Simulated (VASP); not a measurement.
Given:

```
NbSi2
1.0
    4.80621     0.00000     0.00000
   -2.40311     4.16230     0.00000
    0.00000     0.00000     6.58636
Nb Si
3 6
Direct
  0.99845   0.49660   0.16819
  0.51302   0.00741   0.50068
  0.49484   0.49572   0.83296
  0.83812   0.68009   0.50085
  0.15719   0.84072   0.83205
  0.31178   0.16528   0.16936
  0.16228   0.31538   0.49719
  0.84020   0.15891   0.83165
  0.68412   0.83988   0.16707
```

These are PBEsol GGA, VASP's PBE PAW potentials (set 64) (plane waves; VASP) values and carry that method's errors. Settings: 300 eV cut-off, 6×6×4 Γ-centred mesh, first-order Methfessel-Paxton smearing of 0.27 eV, potentials Nb_sv Si.

At this cut-off the stress carries a Pulay error, which pulls relaxed volumes low.

Question: Estimate the energy per atom (σ→0), pressure, largest force, band gap (on the k-mesh) with the smallest direct gap where there is one.

Answer: 
The band gap (on the k-mesh) comes out as none (metal, semimetal or under 0.01 eV) and the energy per atom (σ→0) is -8.128 eV/atom. The pressure is -34.4 kbar. The largest force comes out as 0.948 eV/Å.

The absolute energy has meaning only against runs of the same code, potentials and settings.

The structure comes from a computed database's NbSi2 entry, a phase known from measurement. The cell was not relaxed at this level, atoms are displaced from their ideal sites. The electron count is odd and the run is not spin-polarised, which forces a metal.
